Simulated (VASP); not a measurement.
## K$_{3}$LiCl$_{4}$ (ordered alloy cell): computed properties

Level of theory: PBEsol GGA, VASP's PBE PAW potentials (set 64) (plane waves; VASP 6.6.1).

```json
{
  "space_group": "Pm-3m (221)",
  "cell": "a = b = c = 6.069 Å, α = β = γ = 90.00°",
  "volume_per_atom": "27.95 Å^3/atom",
  "band gap (over mesh and band path)": "4.73 eV",
  "smallest direct gap (over mesh and band path)": "4.73 eV",
  "band_edge_character": "direct, Γ to Γ",
  "density": "1.98 g/cm³"
}
```

```cif
data_Cl4K3Li
_chemical_formula_sum 'Li1 Cl4 K3'
_space_group_name_H-M_alt 'Pm-3m'
_space_group_IT_number 221
_space_group_name_Hall '-P 4 2 3'
_cell_length_a 6.06939
_cell_length_b 6.06939
_cell_length_c 6.06939
_cell_angle_alpha 90.000
_cell_angle_beta 90.000
_cell_angle_gamma 90.000
loop_
_atom_site_label
_atom_site_type_symbol
_atom_site_symmetry_multiplicity
_atom_site_Wyckoff_symbol
_atom_site_fract_x
_atom_site_fract_y
_atom_site_fract_z
_atom_site_occupancy
Li1 Li 1 a 0.00000 0.00000 0.00000 1
Cl1 Cl 1 b 0.50000 0.50000 0.50000 1
Cl2 Cl 3 d 0.00000 0.00000 0.50000 1
K1 K 3 c 0.00000 0.50000 0.50000 1
```

The structure was generated: K3LiCl4 was put into an ordered model structure (Pm-3m), which need not be its known phase. It was relaxed first. Symmetry was kept, so distortions that lower it aren't found.
